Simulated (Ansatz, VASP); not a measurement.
## Cross-check of Cd2TeS between VASP and Ansatz

Aim: how closely do two programs agree when they are given the same cell, functional and k mesh? The structure shown is frame 16 of Ansatz's trajectory.

Main program and level: Ansatz 0.2.0; plane waves, with VASP 6.6.1 beside it; single point at LDA.

## (1) The starting structure

The cell holds 60 atoms: 30 Cd, 15 S and 15 Te. Cell: a = 12.085 Å, b = 12.085 Å, c = 12.085 Å, α = 90.0°, β = 90.0°, γ = 90.0°.

## (2) Ansatz: dynamics, LDA

Ansatz runs on its default PAW (the set named soft_2) files.

One frame of this run of dynamics is then solved in both programs, so the motion causes no difference.

input.yaml reads:

```yaml
crystal:
  lattice:
    - [12.085, 0.0, 0.0]
    - [0.0, 12.085, 0.0]
    - [0.0, 0.0, 12.085]
  atoms:
    - { symbol: Cd, position: [0.47727, 0.34477, 0.5569] }
    - { symbol: Cd, position: [0.69667, 0.6164, 0.20907] }
    - { symbol: Cd, position: [0.97179, 0.10925, 0.49404] }
    - { symbol: Cd, position: [0.5616, 0.75924, 0.77712] }
    - { symbol: Cd, position: [0.37765, 0.56506, 0.31079] }
    - { symbol: Cd, position: [0.66691, 0.08309, 0.7075] }
    - { symbol: Cd, position: [0.33063, 0.55556, 0.6018] }
    - { symbol: Cd, position: [0.02718, 0.40735, 0.77541] }
    - { symbol: Cd, position: [0.15823, 0.38849, 0.03334] }
    - { symbol: Cd, position: [0.0322, 0.06155, 0.80699] }
    - { symbol: Cd, position: [0.37569, 0.00508, 0.64315] }
    - { symbol: Cd, position: [0.8815, 0.17868, 0.18084] }
    - { symbol: Cd, position: [0.72984, 0.34776, 0.52744] }
    - { symbol: Cd, position: [0.75561, 0.2399, 0.90776] }
    - { symbol: Cd, position: [0.06001, 0.7528, 0.41355] }
    - { symbol: Cd, position: [0.53853, 0.82556, 0.46492] }
    - { symbol: Cd, position: [0.71858, 0.87296, 0.01434] }
    - { symbol: Cd, position: [0.28848, 0.18117, 0.32078] }
    - { symbol: Cd, position: [0.44787, 0.91395, 0.1872] }
    - { symbol: Cd, position: [0.4636, 0.57679, 0.99] }
    - { symbol: Cd, position: [0.63086, 0.26142, 0.2754] }
    - { symbol: Cd, position: [0.86848, 0.59862, 0.90912] }
    - { symbol: Cd, position: [0.25796, 0.19983, 0.74906] }
    - { symbol: Cd, position: [0.21689, 0.66505, 0.88867] }
    - { symbol: Cd, position: [0.4652, 0.18696, 0.99416] }
    - { symbol: Cd, position: [0.93871, 0.37687, 0.32175] }
    - { symbol: Cd, position: [0.16562, 0.91854, 0.68291] }
    - { symbol: Cd, position: [0.85679, 0.85162, 0.69122] }
    - { symbol: Cd, position: [0.0781, 0.9036, 0.12189] }
    - { symbol: Cd, position: [0.7604, 0.61485, 0.6539] }
    - { symbol: S, position: [0.5095, 0.68051, 0.18332] }
    - { symbol: S, position: [0.60603, 0.32701, 0.88732] }
    - { symbol: S, position: [0.26129, 0.46845, 0.78527] }
    - { symbol: S, position: [0.01953, 0.7165, 0.20574] }
    - { symbol: S, position: [0.69603, 0.66603, 0.43409] }
    - { symbol: S, position: [0.40109, 0.76642, 0.64182] }
    - { symbol: S, position: [0.93262, 0.46211, 0.54258] }
    - { symbol: S, position: [0.42807, 0.3408, 0.32352] }
    - { symbol: S, position: [0.81682, 0.70958, 0.06889] }
    - { symbol: S, position: [0.25991, 0.98252, 0.2402] }
    - { symbol: S, position: [0.69115, 0.89429, 0.80566] }
    - { symbol: S, position: [0.38668, 0.37827, 0.07518] }
    - { symbol: S, position: [0.75228, 0.40646, 0.17577] }
    - { symbol: S, position: [0.78762, 0.17408, 0.39439] }
    - { symbol: S, position: [0.49771, 0.22068, 0.70266] }
    - { symbol: Te, position: [0.02556, 0.68567, 0.75917] }
    - { symbol: Te, position: [0.8876, 0.38729, 0.98264] }
    - { symbol: Te, position: [0.11843, 0.23668, 0.15884] }
    - { symbol: Te, position: [0.39549, 0.81851, 0.97783] }
    - { symbol: Te, position: [0.86243, 0.85519, 0.48728] }
    - { symbol: Te, position: [0.14433, 0.50785, 0.46435] }
    - { symbol: Te, position: [0.19056, 0.61269, 0.16629] }
    - { symbol: Te, position: [0.88889, 0.20256, 0.69022] }
    - { symbol: Te, position: [0.27354, 0.87153, 0.4247] }
    - { symbol: Te, position: [0.64014, 0.01324, 0.4433] }
    - { symbol: Te, position: [0.24073, 0.04176, 0.95106] }
    - { symbol: Te, position: [0.60338, 0.08278, 0.12531] }
    - { symbol: Te, position: [0.90598, 0.02632, 0.0179] }
    - { symbol: Te, position: [0.1641, 0.22482, 0.50392] }
    - { symbol: Te, position: [0.65208, 0.5481, 0.84838] }
kpoints:
  mp_grid: { grid: [1, 1, 1] }
hamiltonian:
  xc: lda
scf:
  occupations: { method: fermi_dirac, width: 0.05 }
output:
  forces: true
  stress: true
md:
  timestep: 2.0
  n_steps: 47
  ensemble: nvt_langevin
  temperature: 600
  initial_velocities: maxwell_boltzmann
  seed: 9782
```

Started as:

```bash
ansatz run input.yaml --threads 4 --pin off --max-ram 8192MiB --backend cpu --events-out ev --progress --plain --runs-dir out
```

Numbers of over 12 decimals in the logs are rounded to 6 here.

The program printed:

```text
Warning: md: disabling space-group detection — thermal motion breaks the input geometry's symmetry, so no spatial operation reduces the k-mesh or symmetrises the density; time reversal is kept, so that k and −k are solved as one point where they differ and the mesh holds both, and exact exchange and, on two spinor components, a DFT+U term hold to it where the run has them: on two components no moment then forms, and  [...]
Warning: output.stress: scf.convergence.dr2_threshold = 6e-8 eV (the default of an md: trajectory) is looser than the 6e-9 eV advised for a printed stress (1e-10 eV for each atom of the cell: 60). What an SCF threshold leaves in a stress goes as its square root, and in the free energy as the threshold itself, and one threshold admits the most on a small cell: [figures from the program's tests cut] Set scf.convergence [...]
Engine: ansatz 0.2.0, aarch64-unknown-linux-gnu
Pseudopotentials: kind: paw
Pseudopotential: Cd, paw, valence charge 20, recommended cutoff 420 eV (normal), Cd.paw.azcp
Pseudopotential: S, paw, valence charge 6, recommended cutoff 420 eV (normal), S.paw.azcp
Pseudopotential: Te, paw, valence charge 16, recommended cutoff 420 eV (normal), Te.paw.azcp
Functional definition: SPW92
  exchange = slater_x
  correlation = pw_c
Crystal: 60 atoms, lattice volume = 1764.981 Å³
Basis set: ecut = 420 eV, 34457 PW (Γ)
Bands: 558, of which v1, the nominal top of the filled ones, is band 465 counted from 1 (464 counted from 0)
Symmetry: 1 space group operations
k-points: 1
Non-local potential: Cd, projectors of the file, l = 0: 3, l = 1: 2, l = 2: 2, l = 3: 1
Non-local potential: S, projectors of the file, l = 0: 2, l = 1: 2, l = 2: 2
Non-local potential: Te, projectors of the file, l = 0: 2, l = 1: 2, l = 2: 2, l = 3: 2
PAW form: soft (Blöchl's): semilocal exchange-correlation on the pseudo side does not see the compensation charge
PAW frozen core: Cd, regenerated for the run's functional, and the local potential with it (the file was generated under x = pbe(κ = 0.804, μ = 0.219515), c = pbe(β = 0.066725))
PAW frozen core: S, regenerated for the run's functional, and the local potential with it (the file was generated under x = pbe(κ = 0.804, μ = 0.219515), c = pbe(β = 0.066725))
PAW frozen core: Te, regenerated for the run's functional, and the local potential with it (the file was generated under x = pbe(κ = 0.804, μ = 0.219515), c = pbe(β = 0.066725))
PAW one-centre angular grid: Cd, 590 points (default); XC on 64 Gauss nodes
PAW one-centre angular grid: S, 110 points (default); XC on 64 Gauss nodes
PAW one-centre angular grid: Te, 590 points (default); XC on 64 Gauss nodes
Initial density: superposition of atomic densities (neutral atoms: chi_scale 0, normalization atom), corrected by the library's trained network
Initial wavefunctions: pseudopotential atomic-orbital guess
Functional: x = slater, c = lda
SCF iter   1: F=—  HF=-358983.887428 eV  |F-HF|=—  |Δ(HF+E_count)|=         —  Δρ=8.43e-3  dr2=2.19e0  ethr=1.77e-3  ⟨swp⟩=6.0  Hψ=1981  notcnv=0  defer=27
preconditioner: auto → LDOS  [metal: Δε(μ)=0.070 eV  Ē_g=10.456 eV  σ=0.050 eV  W_gap=0.34  n_scr=460 (ndim 8)  ℏωp=20.5 eV  f_vac=0.099  D(μ)=21.34/eV (n_scr^D=92)  β→1.0]
SCF iter   2: F=—  HF=-358983.749457 eV  |F-HF|=—  |Δ(HF+E_count)|=   1.38e-1  Δρ=7.46e-3  dr2=8.85e-1  ethr=2.35e-4  ⟨swp⟩=3.0  Hψ=1094  notcnv=0  defer=73
SCF iter   3: F=—  HF=-358983.467609 eV  |F-HF|=—  |Δ(HF+E_count)|=   2.82e-1  Δρ=2.14e-3  dr2=1.08e-1  ethr=9.51e-5  ⟨swp⟩=4.0  Hψ=971  notcnv=0  defer=73
SCF iter   4: F=—  HF=-358983.443925 eV  |F-HF|=—  |Δ(HF+E_count)|=   2.37e-2  Δρ=4.71e-4  dr2=1.32e-2  ethr=1.16e-5  ⟨swp⟩=2.0  Hψ=726  notcnv=0  defer=73
SCF iter   5: F=—  HF=-358983.442043 eV  |F-HF|=—  |Δ(HF+E_count)|=   1.88e-3  Δρ=2.03e-4  dr2=2.32e-3  ethr=1.42e-6  ⟨swp⟩=2.0  Hψ=745  notcnv=0  defer=73
SCF iter   6: F=—  HF=-358983.441603 eV  |F-HF|=—  |Δ(HF+E_count)|=   4.39e-4  Δρ=9.33e-5  dr2=4.23e-4  ethr=2.49e-7  ⟨swp⟩=2.0  Hψ=796  notcnv=0  defer=73
[...]
md step    29: t =    58.00 fs  T =   843.6 K  F+E_penalty+E_count = -358987.99180457 eV  E_kin = 6.542497 eV  P_inst = -2.2720 GPa  (6 SCF iters)
md step    30: t =    60.00 fs  T =   841.5 K  F+E_penalty+E_count = -358988.16189434 eV  E_kin = 6.526253 eV  P_inst = -2.2868 GPa  (8 SCF iters)
md step    31: t =    62.00 fs  T =   832.5 K  F+E_penalty+E_count = -358988.33185556 eV  E_kin = 6.456344 eV  P_inst = -2.3076 GPa  (6 SCF iters)
md step    32: t =    64.00 fs  T =   804.1 K  F+E_penalty+E_count = -358988.50777432 eV  E_kin = 6.236514 eV  P_inst = -2.3432 GPa  (6 SCF iters)
md step    33: t =    66.00 fs  T =   811.4 K  F+E_penalty+E_count = -358988.68526922 eV  E_kin = 6.293038 eV  P_inst = -2.3621 GPa  (6 SCF iters)
md step    34: t =    68.00 fs  T =   814.4 K  F+E_penalty+E_count = -358988.86328087 eV  E_kin = 6.316021 eV  P_inst = -2.3832 GPa  (6 SCF iters)
md step    35: t =    70.00 fs  T =   847.5 K  F+E_penalty+E_count = -358989.03780814 eV  E_kin = 6.572972 eV  P_inst = -2.3892 GPa  (6 SCF iters)
md step    36: t =    72.00 fs  T =   880.6 K  F+E_penalty+E_count = -358989.20442245 eV  E_kin = 6.829230 eV  P_inst = -2.3924 GPa  (6 SCF iters)
md step    37: t =    74.00 fs  T =   866.4 K  F+E_penalty+E_count = -358989.36331455 eV  E_kin = 6.719555 eV  P_inst = -2.4138 GPa  (6 SCF iters)
md step    38: t =    76.00 fs  T =   848.7 K  F+E_penalty+E_count = -358989.51133700 eV  E_kin = 6.581890 eV  P_inst = -2.4333 GPa  (6 SCF iters)
md step    39: t =    78.00 fs  T =   863.9 K  F+E_penalty+E_count = -358989.64442886 eV  E_kin = 6.700159 eV  P_inst = -2.4343 GPa  (6 SCF iters)
md step    40: t =    80.00 fs  T =   856.0 K  F+E_penalty+E_count = -358989.75803070 eV  E_kin = 6.638573 eV  P_inst = -2.4398 GPa  (9 SCF iters)
md step    41: t =    82.00 fs  T =   854.9 K  F+E_penalty+E_count = -358989.85451308 eV  E_kin = 6.630269 eV  P_inst = -2.4364 GPa  (6 SCF iters)
md step    42: t =    84.00 fs  T =   825.7 K  F+E_penalty+E_count = -358989.93675070 eV  E_kin = 6.403542 eV  P_inst = -2.4431 GPa  (6 SCF iters)
md step    43: t =    86.00 fs  T =   836.3 K  F+E_penalty+E_count = -358989.99320888 eV  E_kin = 6.485753 eV  P_inst = -2.4212 GPa  (6 SCF iters)
md step    44: t =    88.00 fs  T =   820.6 K  F+E_penalty+E_count = -358990.01533273 eV  E_kin = 6.363900 eV  P_inst = -2.3976 GPa  (7 SCF iters)
md step    45: t =    90.00 fs  T =   809.1 K  F+E_penalty+E_count = -358990.01600423 eV  E_kin = 6.274883 eV  P_inst = -2.3643 GPa  (6 SCF iters)
md step    46: t =    92.00 fs  T =   840.8 K  F+E_penalty+E_count = -358990.00911413 eV  E_kin = 6.520583 eV  P_inst = -2.3049 GPa  (6 SCF iters)
[...]
md step    47: t =    94.00 fs  T =   824.5 K  F+E_penalty+E_count = -358989.99845567 eV  E_kin = 6.394403 eV  P_inst = -2.2628 GPa  (11 SCF iters)
SCF converged after 11 iterations
Free energy (F): -358989.998456 eV
Harris-Foulkes:  -358989.998456 eV  (|F-HF|=2.72e-8)
Internal energy: -358989.871634 eV  (E = F + TS)
E sigma→0 (E₀):  -358989.935045 eV
Entropy (-TS):   -0.126822 eV (-2.114 meV/atom)
Fermi energy:    7.667103 eV
--- Per-component energies (eV) ---
  E_band       = -19709.577820
  E_kinetic    = 19449.601953
  E_local      = -143934.711524  (includes V_loc(G=0)·N_el)
  E_nonlocal   = -2903.050657
  E_hartree    = 69618.922425
  E_xc         = -8533.979129
  E_vxc        = -9487.083195  (∫ρ·V_xc dr)
  E_paw        = -194606.814748  (= ΣΔE_a)
  E_vpaw       = -22072.179683  (= ΣTr[D̂ρ^β])
  E_aug_tail   = -0.002635  (compensation charges beyond the density's cutoff)
  E_ewald      = -98115.312264
  E_core_change = 35.474946  (= ΣΔE_core)
  E_smearing   = -0.126822  (= −TS)
  E_closure    = 0.000000  (closes the sum)
  Σ components = -358989.998456   (vs F -358989.998456, Δ=0.00e0)
--- Forces (eV/Å), atoms counted from 1 ---
  atom   1  Cd     0.41318546     0.02637735     1.05664353
  atom   2  Cd     0.49259921     0.17930592     0.13617468
  atom   3  Cd     0.56764751    -0.20614602     0.44449042
  atom   4  Cd    -0.56991212     0.55288854    -0.75992751
  atom   5  Cd    -0.01933443     0.01330509    -0.46001681
  atom   6  Cd    -0.17931302    -0.12871249    -0.51031931
  atom   7  Cd    -0.09834125     0.27374569     0.10702970
  atom   8  Cd    -0.57532287     0.10994343     0.05064648
  atom   9  Cd    -0.84831502    -1.38816291    -0.42251248
  atom  10  Cd     0.66785723     0.42277696    -1.02850784
  atom  11  Cd    -0.03201599    -0.97107914    -0.80583633
  atom  12  Cd    -0.32313639     0.69707831     0.83372971
  atom  13  Cd    -0.27643171    -0.06118398     0.11112295
  atom  14  Cd    -0.69182465     0.85813549     0.03702629
  atom  15  Cd     0.11257154    -0.08947849    -0.15077703
  atom  16  Cd    -0.28226024     0.19494700     0.57860317
  atom  17  Cd    -0.67569576    -0.37921012    -0.11316840
  atom  18  Cd    -0.78859471    -0.71539024     0.00139140
  atom  19  Cd     0.24730190    -0.57267313    -0.28889780
  atom  20  Cd     0.71228406     0.27111231    -0.42542586
  atom  21  Cd     0.33011420     0.30827990     0.37714622
  atom  22  Cd    -0.33424535    -0.19887860     0.22874515
  atom  23  Cd    -0.78867827     0.03007679     0.20224644
  atom  24  Cd    -0.19154818     0.30489357    -0.26307387
[...]
atom  53  Te     0.13810296    -0.96834315    -0.77076412
  atom  54  Te     0.60243517     0.37505401    -0.11444453
  atom  55  Te    -0.62806360    -0.15977494     0.58427572
  atom  56  Te    -0.18972351     0.65438363    -0.39671148
  atom  57  Te     0.03358148    -0.40735032    -0.55338973
  atom  58  Te    -0.07796735     0.10300683     0.31707358
  atom  59  Te    -0.48638665    -0.43813641     0.35736399
  atom  60  Te     0.66461197    -0.56193564    -0.10667745
  max |Σ_I F_I| component: 6.22e-5 eV/Å
--- Stress (GPa, compression-positive) ---
       -2.670554      -0.468708       0.297903
       -0.468708      -2.612343      -0.239141
        0.297903      -0.239141      -2.666497
  P = ⅓ Tr σ = -2.6498 GPa (-26.498 kbar)
--- MD trajectory: 47 steps, t = 0.0 → 94.0 fs ---
  final state: T = 824.5 K   F+E_penalty+E_count = -358989.99845567 eV   E_kin = 6.394403 eV
```

In the SCF lines HF is the Harris–Foulkes energy and dr2 the Hartree energy of the density residual, in eV; the loop may stop once dr2 is under the threshold and the program's other checks hold. Hψ counts applications of the Hamiltonian.

(Part 1 of 2 ends here.)

[Lines on the potential files, build, host, timing and source positions are cut from VASP's logs without a mark.]

[Logs are printed without paths, hosts, clocks, repeated set-up lines and the standing remarks that a program may print on its own settings, such as how far it seeks lower states.]

[Hosts, paths, dates, database ids (printed as entryN), source tags and the programs' standing remarks are cut or masked in the printed files.]
